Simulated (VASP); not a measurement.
Ni:

```
CELL_PARAMETERS angstrom
0.00000 1.77565 1.77565
1.77565 0.00000 1.77565
1.77565 1.77565 0.00000
ATOMIC_POSITIONS crystal
Ni 0.00000 0.00000 0.00000
```

```yaml
Program: VASP 6.6.1
Task: relaxation of cell and atoms
Functional: r2SCAN
Dispersion: rVV10
Potentials_or_basis: VASP PAW PBE potentials, release 64 (Ni)
Cutoff: 600 eV
k_mesh: 20 × 20 × 20
Occupations: gaussian, width 0.1 eV
Spin: collinear spin, ferromagnetic start
Starting_moments: "[1.0] μB"
```

At the start: pressure -13.2 GPa; volume 11.20 Å³/atom.

**Question.** How do energy, volume and symmetry change on relaxing?

**Answer.** Over 5 steps the energy falls by 33.4 meV/atom and the volume is 10.43 Å³/atom (-6.8 %); space group Fm-3m (No. 225, to 0.05 Å); moment 0.72 μB per cell.

Step by step:
| step | energy change (eV) | largest force (eV/Å) | pressure (GPa) | volume (Å³) |
| --- | --- | --- | --- | --- |
| 1 | 0.0000 | 0.0000 | -13.16 | 11.20 |
| 2 | -0.0008 | 0.0000 | 16.86 | 9.77 |
| 3 | -0.0334 | 0.0000 | -0.22 | 10.44 |
| 4 | -0.0334 | 0.0000 | 0.08 | 10.43 |
| 5 | -0.0334 | 0.0000 | -0.07 | 10.43 |

Final structure:
```xyz
1
Lattice="0.0000 1.7344 1.7344 1.7344 0.0000 1.7344 1.7344 1.7344 0.0000" Properties=species:S:1:pos:R:3 pbc="T T T"
Ni    1.7344    1.7344    3.4687
```

Caveat: the PAW data sets were made with another functional, which shifts forces and pressure a little.
